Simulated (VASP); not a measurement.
Data:

```
RhN
1.0
    2.67302     0.00000     0.00000
    0.00000     2.67302     0.00000
    0.00000     0.00000     2.67302
Rh N
1 1
Direct
  0.00000   0.00000   0.00000
  0.50000   0.50000   0.50000
```

All values below come from PBEsol GGA, VASP's PBE PAW potentials (set 64) (plane waves; VASP 6.6.1). Settings: 520 eV cut-off, Gaussian smearing of 0.050 eV, potentials Rh_pv N.

Q: Give the energies of bands 5 to 13 at the high-symmetry points, in eV from the Fermi level.

A: 
```tsv
band	Γ	X	M	R
5	-5.71	-9.05	-5.62	-8.49
6	-5.71	-5.05	-5.62	-8.49
7	-1.80	-4.80	-4.63	-8.49
8	-1.80	-4.80	-2.46	0.57
9	-1.80	-0.75	-2.46	0.57
10	-0.97	0.24	-1.53	2.93
11	-0.97	2.42	-0.84	2.93
12	-0.97	2.42	0.46	2.93
13	3.94	8.62	8.51	7.53
```

It has no gap at this level: it comes out as a metal or semimetal.

The structure was generated: RhN was put into the CsCl type type (Pm-3m), which need not be its known phase. It was relaxed first, which changed the volume by -10 %.
